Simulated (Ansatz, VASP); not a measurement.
# Cross-check of Sc2Al4Ge29O67 between VASP and Ansatz

One calculation is typed for both programs; each brings its own data sets. How far apart do they land? The structure shown is frame 80 of Ansatz's trajectory.

Method: plane waves, with VASP 6.6.1 beside it; single point at PBE, in Ansatz 0.2.0.

**1. Starting point**

The cell holds 102 atoms: 29 Ge, 4 Al, 2 Sc and 67 O. Its edges and angles: a = 11.569 Å, b = 11.569 Å, c = 11.569 Å, α = 90.0°, β = 90.0°, γ = 90.0°. As first built, before any earlier steps moved the atoms (in the runner's words): 102 atoms (29 Ge, 4 Al, 2 Sc, 67 O) placed at random at 3.62 g/cm^3, melted at 4000 K for 10 ps at fixed volume with the Morse and Coulomb pair potential with partial charges (Pedone, Malavasi, Menziani, Cormack and Segre, J. Phys. Chem. B 110, 11780 (2006)). Snapshot at the end of a hold of 10 ps at 2500 K and fixed volume.

**2. Ansatz: dynamics, PBE**

Ansatz runs on its default PAW (the set named soft_2) files.

One frame of this run of dynamics is then solved in both programs, so the motion causes no difference.

File input.yaml:

```yaml
crystal:
  lattice:
    - [11.5695, 0.0, 0.0]
    - [0.0, 11.5695, 0.0]
    - [0.0, 0.0, 11.5695]
  atoms:
    - { symbol: Ge, position: [0.1013, 0.65934, 0.93309] }
    - { symbol: Ge, position: [0.87944, 0.54348, 0.13712] }
    - { symbol: Ge, position: [0.75146, 0.34059, 0.58359] }
    - { symbol: Ge, position: [0.5093, 0.21111, 0.0064] }
    - { symbol: Ge, position: [0.81379, 0.53688, 0.43609] }
    - { symbol: Ge, position: [0.70242, 0.12979, 0.21116] }
    - { symbol: Ge, position: [0.17753, 0.23991, 0.58343] }
    - { symbol: Ge, position: [0.69427, 0.91371, 0.82993] }
    - { symbol: Ge, position: [0.37478, 0.84382, 0.44026] }
    - { symbol: Ge, position: [0.96055, 0.01436, 0.95077] }
    - { symbol: Ge, position: [0.59348, 0.36702, 0.78691] }
    - { symbol: Ge, position: [0.28269, 0.35261, 0.02061] }
    - { symbol: Ge, position: [0.46339, 0.15377, 0.33822] }
    - { symbol: Ge, position: [0.85897, 0.08539, 0.67866] }
    - { symbol: Ge, position: [0.463, 0.20863, 0.59536] }
    - { symbol: Ge, position: [0.99129, 0.27854, 0.13081] }
    - { symbol: Ge, position: [0.01883, 0.77248, 0.70322] }
    - { symbol: Ge, position: [0.65045, 0.77179, 0.39156] }
    - { symbol: Ge, position: [0.19666, 0.43751, 0.76503] }
    - { symbol: Ge, position: [0.63695, 0.61895, 0.97114] }
    - { symbol: Ge, position: [0.08403, 0.6067, 0.49571] }
    - { symbol: Ge, position: [0.29308, 0.88387, 0.16678] }
    - { symbol: Ge, position: [0.23136, 0.98753, 0.66033] }
    - { symbol: Ge, position: [0.45839, 0.01462, 0.81663] }
    - { symbol: Ge, position: [0.42434, 0.60595, 0.59002] }
    - { symbol: Ge, position: [0.18414, 0.23079, 0.32111] }
    - { symbol: Ge, position: [0.39047, 0.59266, 0.11379] }
    - { symbol: Ge, position: [0.7383, 0.84944, 0.13443] }
    - { symbol: Ge, position: [0.90868, 0.87387, 0.47783] }
    - { symbol: Al, position: [0.99715, 0.8454, 0.24434] }
[... 66 atom lines left out ...]
    - { symbol: O, position: [0.94998, 0.14761, 0.02853] }
    - { symbol: O, position: [0.66183, 0.77027, 0.00211] }
    - { symbol: O, position: [0.56872, 0.6062, 0.61676] }
    - { symbol: O, position: [0.44948, 0.55382, 0.24238] }
    - { symbol: O, position: [0.89754, 0.79187, 0.6076] }
    - { symbol: O, position: [0.55979, 0.92133, 0.83986] }
kpoints:
  mp_grid: { grid: [1, 1, 1] }
hamiltonian:
  xc: pbe
scf:
  occupations: { method: fermi_dirac, width: 0.215 }
output:
  forces: true
md:
  timestep: 1.0
  n_steps: 240
  ensemble: nvt_nose_hoover
  temperature: 400
  initial_velocities: maxwell_boltzmann
  seed: 2645
```

Launch:

```
$ ansatz run input.yaml --threads 4 --pin off --max-ram 8192MiB --backend cpu --events-out ev --progress --plain --runs-dir out
```

Numbers of over 12 decimals in the logs are rounded to 6 here.

The log of the run:

```text
Warning: md: disabling space-group detection — thermal motion breaks the input geometry's symmetry, so no spatial operation reduces the k-mesh or symmetrises the density; time reversal is kept, so that k and −k are solved as one point where they differ and the mesh holds both, and exact exchange and, on two spinor components, a DFT+U term hold to it where the run has them: on two components no moment then forms, and  [...]
band count auto-derived: 545 (N_el = 842.0; filled up to band 421; 523 by the electrons, moments and atoms)
Engine: ansatz 0.2.0, x86_64-unknown-linux-gnu
Pseudopotentials: kind: paw
Pseudopotential: Ge, paw, valence charge 14, recommended cutoff 420 eV (normal), Ge.paw.azcp
Pseudopotential: Al, paw, valence charge 3, recommended cutoff 420 eV (normal), Al.paw.azcp
Pseudopotential: Sc, paw, valence charge 11, recommended cutoff 420 eV (normal), Sc.paw.azcp
Pseudopotential: O, paw, valence charge 6, recommended cutoff 420 eV (normal), O.paw.azcp
Functional definition: PBE
  parameter kappa = 0.804
  parameter beta = 0.066725
  exchange = pbe_x(kappa = kappa, mu = beta*pi^2/3)
  correlation = pbe_c(beta = beta)
Crystal: 102 atoms, lattice volume = 1548.616 Å³
Basis set: ecut = 420 eV, 30215 PW (Γ), exchange–correlation on 160×160×160 points (8 copies of the dense FFT grid, shifted against one another)
Bands: 545, of which v1, the nominal top of the filled ones, is band 421 counted from 1 (420 counted from 0)
Symmetry: 1 space group operations
k-points: 1
Non-local potential: Ge, projectors of the file, l = 0: 2, l = 1: 2, l = 2: 3, l = 3: 1
Non-local potential: Al, projectors of the file, l = 0: 2, l = 1: 2, l = 2: 1
Non-local potential: Sc, projectors of the file, l = 0: 3, l = 1: 2, l = 2: 3, l = 3: 1
Non-local potential: O, projectors of the file, l = 0: 2, l = 1: 2, l = 2: 1
PAW form: soft (Blöchl's): semilocal exchange-correlation on the pseudo side does not see the compensation charge
PAW one-centre angular grid: Ge, 590 points (default); XC on 64 Gauss nodes
PAW one-centre angular grid: Al, 110 points (default); XC on 64 Gauss nodes
PAW one-centre angular grid: Sc, 590 points (default); XC on 64 Gauss nodes
PAW one-centre angular grid: O, 110 points (default); XC on 64 Gauss nodes
Initial density: superposition of atomic densities (neutral atoms: chi_scale 0, normalization atom), corrected by the library's trained network
Initial wavefunctions: pseudopotential atomic-orbital guess
Functional: x = pbe(κ = 0.804, μ = 0.219515), c = pbe(β = 0.066725)
SCF iter   1: F=—  HF=-168966.840110 eV  |F-HF|=—  |Δ(HF+E_count)|=         —  Δρ=4.03e-3  dr2=2.70e-1  ethr=1.77e-3  ⟨swp⟩=5.0  Hψ=2180  notcnv=0  defer=20
preconditioner: auto → LDOS  [insulator: Δε(μ)=0.926 eV  Ē_g=20.410 eV  σ=0.215 eV  W_gap=0.76  n_scr=388 (ndim 8)  ℏωp=27.3 eV  f_vac=0.235  D(μ)=3.23/eV (n_scr^D=6)  ε∞_Penn≈2.8  β→1.0]
SCF iter   2: F=—  HF=-168966.920799 eV  |F-HF|=—  |Δ(HF+E_count)|=   8.07e-2  Δρ=4.84e-3  dr2=4.60e-1  ethr=3.21e-5  ⟨swp⟩=2.0  Hψ=1071  notcnv=0  defer=32
SCF iter   3: F=—  HF=-168966.848787 eV  |F-HF|=—  |Δ(HF+E_count)|=   7.20e-2  Δρ=2.90e-3  dr2=1.62e-1  ethr=3.21e-5  ⟨swp⟩=2.0  Hψ=927  notcnv=0  defer=32
SCF iter   4: F=—  HF=-168966.820491 eV  |F-HF|=—  |Δ(HF+E_count)|=   2.83e-2  Δρ=8.36e-4  dr2=1.13e-2  ethr=1.92e-5  ⟨swp⟩=2.0  Hψ=904  notcnv=0  defer=32
SCF iter   5: F=—  HF=-168966.818134 eV  |F-HF|=—  |Δ(HF+E_count)|=   2.36e-3  Δρ=1.38e-4  dr2=2.51e-4  ethr=1.35e-6  ⟨swp⟩=2.0  Hψ=900  notcnv=0  defer=32
SCF iter   6: F=—  HF=-168966.818170 eV  |F-HF|=—  |Δ(HF+E_count)|=   3.58e-5  Δρ=5.61e-5  dr2=3.73e-5  ethr=2.98e-8  ⟨swp⟩=2.0  Hψ=743  notcnv=0  defer=32
SCF iter   7: F=—  HF=-168966.818163 eV  |F-HF|=—  |Δ(HF+E_count)|=   6.16e-6  Δρ=2.10e-5  dr2=4.32e-6  ethr=4.43e-9  ⟨swp⟩=2.0  Hψ=971  notcnv=0  defer=24
SCF iter   8: F=—  HF=-168966.818167 eV  |F-HF|=—  |Δ(HF+E_count)|=   3.71e-6  Δρ=7.83e-6  dr2=6.13e-7  ethr=5.14e-10  ⟨swp⟩=2.0  Hψ=910  notcnv=0  defer=24
SCF iter   9: F=-168966.818168 eV  HF=-168966.818168 eV  |F-HF|=4.04e-8  |Δ(HF+E_count)|=   6.07e-7  Δρ=2.83e-6  dr2=8.51e-8  ethr=1.19e-11  ⟨swp⟩=4.0  Hψ=1563  notcnv=0
SCF 1 converged in 9 iterations: F = -168966.818168 eV  dr2 = 8.51e-8
  greatest PAW one-centre occupation: 0.999 electrons in one spin orbital (limit 2), on the Ge atom at site 2 (counted from 0), in its partial waves of l = 2
md step     0: t =     0.00 fs  T =   400.0 K  F+E_penalty+E_count = -168966.81816779 eV  E_kin = 5.222104 eV  conserved = -168961.59606383 eV  (9 SCF iters)
[...]
md step   236: t =   236.00 fs  T =   628.9 K  F+E_penalty+E_count = -168996.00102207 eV  E_kin = 8.209992 eV  conserved = -168961.66676305 eV  (3 SCF iters)
md step   237: t =   237.00 fs  T =   637.3 K  F+E_penalty+E_count = -168996.17377888 eV  E_kin = 8.320250 eV  conserved = -168961.66727156 eV  (4 SCF iters)
md step   238: t =   238.00 fs  T =   641.4 K  F+E_penalty+E_count = -168996.29040012 eV  E_kin = 8.374079 eV  conserved = -168961.66743222 eV  (3 SCF iters)
md step   239: t =   239.00 fs  T =   641.1 K  F+E_penalty+E_count = -168996.34881232 eV  E_kin = 8.369802 eV  conserved = -168961.66725696 eV  (4 SCF iters)
[...]
md step   240: t =   240.00 fs  T =   636.6 K  F+E_penalty+E_count = -168996.35230355 eV  E_kin = 8.311087 eV  conserved = -168961.66678743 eV  (9 SCF iters)
SCF converged after 9 iterations
Free energy (F): -168996.352304 eV
Harris-Foulkes:  -168996.352304 eV  (|F-HF|=9.98e-9)
Internal energy: -168996.192944 eV  (E = F + TS)
E sigma→0 (E₀):  -168996.272624 eV
Entropy (-TS):   -0.159360 eV (-1.562 meV/atom)
Fermi energy:    4.568376 eV
--- Per-component energies (eV) ---
  E_band       = -8208.217936
  E_kinetic    = 15542.067592
  E_local      = -123588.417615  (includes V_loc(G=0)·N_el)
  E_nonlocal   = 15739.252870
  E_hartree    = 52288.206836
  E_xc         = -7437.396971
  E_vxc        = -8476.417919  (∫ρ·V_xc dr)
  E_paw        = -73126.684479  (= ΣΔE_a)
  E_vpaw       = -12001.284899  (= ΣTr[D̂ρ^β])
  E_aug_tail   = 0.170891  (compensation charges beyond the density's cutoff)
  E_ewald      = -48413.392068
  E_smearing   = -0.159360  (= −TS)
  E_closure    = 0.000000  (closes the sum)
  Σ components = -168996.352304   (vs F -168996.352304, Δ=0.00e0)
--- Forces (eV/Å), atoms counted from 1 ---
  atom   1  Ge    -1.01486657    -0.02657351     0.07959182
  atom   2  Ge    -0.31657769     1.00395046     0.33650665
  atom   3  Ge    -0.16451382    -0.43964736    -0.80615608
  atom   4  Ge     0.10837229     1.28013495     1.85662833
  atom   5  Ge     1.02811732    -0.71500375     0.79587510
  atom   6  Ge    -1.01970918    -0.39337872    -1.16729778
  atom   7  Ge     2.15657630     1.91598214     0.22911320
  atom   8  Ge     1.40945356     0.61577687     0.30061911
  atom   9  Ge    -0.53407344    -0.92197396    -0.52685406
  atom  10  Ge    -0.85019393    -1.81229936     0.66541629
  atom  11  Ge     1.01016148     1.13085935    -3.15984130
  atom  12  Ge    -1.31556789     1.58225338     0.48709102
  atom  13  Ge    -1.54392171     0.40434171    -0.51544025
  atom  14  Ge     0.19566608    -0.71371965    -0.26150792
  atom  15  Ge    -0.33045844    -0.46865017    -0.96394068
  atom  16  Ge    -0.17322782     0.43955621     1.20488173
  atom  17  Ge     0.66986687    -0.11750686    -1.79397684
  atom  18  Ge     0.52259212    -1.25272159    -0.99881362
  atom  19  Ge     0.72578013     0.23083200    -2.25744846
  atom  20  Ge     0.43657560     2.61184399     0.97224706
  atom  21  Ge    -0.14286697    -1.13665633    -0.62705713
  atom  22  Ge    -0.11284401     1.40001719    -0.96725374
  atom  23  Ge     1.89328241    -0.03199702     0.77024127
  atom  24  Ge    -1.15814917    -1.65880322     1.52333569
[...]
atom  95  O      1.01292352    -0.05475387    -0.20404768
  atom  96  O      0.54315302     1.13792120     0.27639591
  atom  97  O     -0.02282975    -0.24201804    -1.27154994
  atom  98  O     -0.42373054    -0.68378540     0.15940266
  atom  99  O     -1.93527202    -1.08483346    -0.83430204
  atom 100  O      0.91849202    -0.49807843     0.18863180
  atom 101  O      0.85710124    -0.35672027     0.95509750
  atom 102  O     -0.45861870     0.48874580    -0.66779304
  max |Σ_I F_I| component: 1.38e-4 eV/Å
--- MD trajectory: 240 steps, t = 0.0 → 240.0 fs ---
  final state: T = 636.6 K   F+E_penalty+E_count = -168996.35230355 eV   E_kin = 8.311087 eV
  conserved energy: peak-to-peak 7.137e-2 eV (6.997e-4 eV/atom) over 240.0 fs
```

**3. VASP: single point, PBE**

The same cell, functional, mesh and smearing now go to VASP, with its own data sets.

Lines of VASP's logs that name or quote its potential files are left out, and so is its time.

File INCAR:

```
SYSTEM = Sc2Al4Ge29O67
PREC = Accurate
ENCUT = 520
EDIFF = 1E-06
NELM = 120
ISMEAR = -1
SIGMA = 0.215
LREAL = Auto
ALGO = Normal
GGA = PE
NBANDS = 496
LASPH = .TRUE.
LORBIT = 11
LWAVE = .FALSE.
LCHARG = .FALSE.
ISIF = 2
GGA_COMPAT = .FALSE.
EFERMI = MIDGAP
NCORE = 2
```

File POSCAR:

```
Sc2Al4Ge29O67
1.0
   11.5695000000      0.0000000000      0.0000000000
    0.0000000000     11.5695000000      0.0000000000
    0.0000000000      0.0000000000     11.5695000000
Ge Al Sc O
29 4 2 67
Direct
    0.0712563205      0.6512468127      0.9322529063
    0.8955788928      0.5271100739      0.1402134924
    0.7435930680      0.3485543887      0.5689009897
    0.5222611176      0.2572799170      0.0299321492
    0.8372963395      0.5447945028      0.4330610657
    0.6734085311      0.0993301353      0.1935087947
    0.2009767060      0.2494835559      0.5947361597
    0.7131596007      0.8781451230      0.8170880332
    0.3888499935      0.8404511863      0.4559574744
    0.9418298111      0.0489217339      0.9241108086
    0.5900946454      0.3876917758      0.8042439172
    0.2690868231      0.3632222654      0.0167163663
    0.4527075500      0.1617528847      0.3295302303
    0.8532175116      0.0816543498      0.6686027918
    0.4715761269      0.2200786551      0.5934310039
    0.9962055404      0.2511863088      0.1105320022
    0.0260685423      0.7489519858      0.7116642897
    0.6598729418      0.7895241800      0.3809326246
    0.2160162496      0.4591987553      0.7805350274
    0.6538830546      0.6179437314      0.9790051428
    0.0798219456      0.6345477333      0.4786896582
    0.2635463935      0.8545485976      0.1918751891
    0.2156705130      0.9726522322      0.6773758589
    0.4530792169      0.0250226890      0.8318942046
    0.4168805912      0.5886166213      0.5921604218
    0.1828773931      0.2419119236      0.3206880159
    0.3927654609      0.5992653097      0.1137992134
    0.7572755953      0.8237607502      0.1376982584
    0.9098751026      0.8694584900      0.4817321405
    0.9936557327      0.8348588962      0.2686892260
[... 66 atom lines left out ...]
    0.8996326548      0.1473961710      0.0437702580
    0.7151130127      0.7668697869      0.9975106962
    0.5311984096      0.6343662215      0.6682138381
    0.4412463806      0.5210769696      0.2781537664
    0.9167379748      0.7808116168      0.6060936082
    0.5819006872      0.9466355504      0.8434936687
```

File KPOINTS:

```
Automatic mesh
0
Gamma
1 1 1
0 0 0
```

PAW data sets: Ge_d, Al, Sc_sv and O (PBE family, release 64).

Launch:

```
$ mpirun -np 8 vasp_gam
```

The log of the run:

```text
[banner, memory and clock lines left out]
running    8 mpi-ranks, on    1 nodes
[...]
LDA part: xc-table for (Slater+PW92), standard interpolation
 POSCAR, INCAR and KPOINTS ok, starting setup
[...]
entering main loop
       N       E                     dE             d eps       ncg     rms          rms(c)
DAV:   1     0.280346146020E+05    0.28035E+05   -0.27333E+05  1200   0.435E+03
DAV:   2     0.648379893357E+04   -0.21551E+05   -0.20304E+05   992   0.121E+03
DAV:   3     0.502745550888E+03   -0.59811E+04   -0.55846E+04  1008   0.406E+02
DAV:   4    -0.665190295294E+03   -0.11679E+04   -0.11209E+04  1168   0.185E+02
[...]
DAV:  19    -0.652530235424E+03    0.19685E-05   -0.18223E-05  1216   0.170E-02    0.626E-03
DAV:  20    -0.652530234851E+03    0.57319E-06   -0.10496E-05  1216   0.102E-02    0.308E-03
DAV:  21    -0.652530234749E+03    0.10243E-06   -0.25622E-06   760   0.675E-03
   1 F= -.65253023E+03 E0= -.65232405E+03  d E =-.412364E+00
```

OUTCAR, selected parts (step 3):

```text
  FREE ENERGIE OF THE ION-ELECTRON SYSTEM (eV)
  ---------------------------------------------------
  free  energy   TOTEN  =      -652.5302347487 eV

  energy  without entropy=     -652.1178706206  energy(sigma->0) =     -652.32405268
```

The run ends at a pressure of -1.82 GPa, with forces up to 5.3 eV/Å.

**4. Side by side**

Known differences besides the potentials themselves: the cutoff is 420 eV in Ansatz and 520 eV in VASP (PREC = Accurate, projectors in real space). Total energies have different zeros and are not compared.

Forces on 8 of the 102 atoms, those with the largest forces and the largest differences (eV/Å; atoms numbered as in POSCAR):

```
atom          Ansatz x, y, z            VASP x, y, z
 Ge3   -1.984, -0.933, 3.610   -1.956, -0.955, 3.588
 Ge4   2.623, -3.185, -2.749   2.537, -3.117, -2.699
 Ge5  -4.941, -0.132, -1.798  -4.854, -0.140, -1.795
Ge11   1.551, -0.436, -4.052   1.531, -0.449, -3.904
Ge13    -2.373, 1.472, 1.077    -2.301, 1.379, 1.015
Ge26    0.675, -4.276, 0.494    0.697, -4.151, 0.465
 O57   2.757, -3.445, -3.060   2.713, -3.362, -2.987
 O87    -3.486, 1.152, 2.428    -3.407, 1.107, 2.349
```

The forces differ by 36 meV/Å r.m.s., which is 2.7 % of the r.m.s. force of 1.352 eV/Å (both taken over all components).

**5. Outcome**

| Quantity | Value |
| --- | --- |
| r.m.s. force difference (single point, PBE) | 2.7 % of the r.m.s. force |

The r.m.s. force difference is 2.7 % of the r.m.s. force (single point, PBE), within the 3 % picked in this series as the mark of a large difference. 2 further runs of this series are not shown here. Such differences can come from data sets, numerical settings and the points named under the comparisons, not from the functional's error against experiment.

[Lines on the potential files, build, host, timing and source positions are cut from VASP's logs without a mark.]

[Logs are printed without paths, hosts, clocks, repeated set-up lines and the standing remarks that a program may print on its own settings, such as how far it seeks lower states.]

[Hosts, paths, dates, database ids (printed as entryN), source tags and the programs' standing remarks are cut or masked in the printed files.]
